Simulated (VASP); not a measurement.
Method: PBE GGA, VASP's PBE PAW potentials (set 64) (plane waves; VASP 6.6.1).

A VASP calculation is set up with these files.

POSCAR:
```
BN
2.6063950
  1.0000000000   0.0000000000   0.0000000000
 -0.5000001918   0.8660256791   0.0000000000
  0.0000000000   0.0000000000   4.9069588455
B N
6 6
direct
  0.0000000000   0.0000000000   0.0000000000
  0.0000000000   0.0000000000   0.5000000000
  0.6666670000   0.3333330000   0.8332500000
  0.3333330000   0.6666670000   0.3332500000
  0.6666670000   0.3333330000   0.1665000000
  0.3333330000   0.6666670000   0.6665000000
  0.0000000000   0.0000000000   0.8746000000
  0.0000000000   0.0000000000   0.3746000000
  0.6666670000   0.3333330000   0.7078500000
  0.3333330000   0.6666670000   0.2078500000
  0.6666670000   0.3333330000   0.0415000000
  0.3333330000   0.6666670000   0.5415000000
```

INCAR:
```
ISIF = 2
EDIFF = 1E-6   # SCF stop (eV)
LASPH = .TRUE.   # aspherical one-centre terms
ENCUT = 400
SYSTEM = BN
LCHARG = .FALSE.
PREC = Accurate
LWAVE = .FALSE.
LREAL = .FALSE.   # projection in real space or not
ALGO = Normal   # blocked Davidson
ISMEAR = 1
GGA = PE
SIGMA = 0.05   # width (eV)
NELM = 100   # most electronic steps
```

KPOINTS:
```
Automatic mesh
0
Gamma
10 10 2
0 0 0
```

POTCAR, in this order: B N (PBE.64 set). Program: vasp_std.

At this cut-off the stress carries a Pulay error, which pulls relaxed volumes low.

**Question.** Estimate the energy per atom (σ→0), pressure.

**Answer.** 
```
Quantity                       Result
---------------------  --------------
energy per atom (σ→0)  -8.704 eV/atom
pressure                   -23.01 GPa
```

File OSZICAR:
```
...
DAV:   8    -0.104455316791E+03    0.69873E-01   -0.25655E-01  2155   0.289E+00    0.545E-01
DAV:   9    -0.104449505579E+03    0.58112E-02   -0.11188E-02  2160   0.558E-01    0.173E-01
DAV:  10    -0.104450011841E+03   -0.50626E-03   -0.24268E-03  2320   0.265E-01    0.630E-02
DAV:  11    -0.104449998698E+03    0.13142E-04   -0.44567E-04  2121   0.103E-01    0.147E-02
DAV:  12    -0.104450008277E+03   -0.95785E-05   -0.26761E-05  2128   0.349E-02    0.632E-03
DAV:  13    -0.104450009502E+03   -0.12253E-05   -0.16804E-06  1449   0.875E-03    0.320E-03
DAV:  14    -0.104450009480E+03    0.21904E-07   -0.19411E-07  1456   0.304E-03
   1 F= -.10445001E+03 E0= -.10445002E+03  d E =0.455593E-04
```

The structure was generated: BN was put into an ordered model structure, which need not be its known phase. The cell was not relaxed at this level.
